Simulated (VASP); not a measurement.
Energy against volume of CdS (wurtzite). Computed with MS2 meta-GGA, VASP's PBE PAW potentials (set 64) (plane waves; VASP). Settings: 520 eV cut-off, 6×6×4 Γ-centred mesh, Gaussian smearing of 0.050 eV, potentials Cd S.

Shape and ions are relaxed at each volume.

```
V (Å³/atom)  E (eV/atom)
-----------  -----------
23.938          -3.89591
24.702          -3.91065
25.466          -3.91534
26.230          -3.91146
```

**Question.** Fit these four points and predict the energy of the run at 26.993 Å³/atom.

**Answer.** A cubic in V^(−2/3), the third-order Birch-Murnaghan form, passes through the four points with V0 = 25.48 Å³/atom and B0 = 60 GPa, and gives -3.9003 eV/atom there. The run gave -3.9003 eV/atom, -0.0 meV/atom from the fit; all five points give B0 = 60 GPa.

The compound is CdS in the wurtzite structure. It was relaxed first.
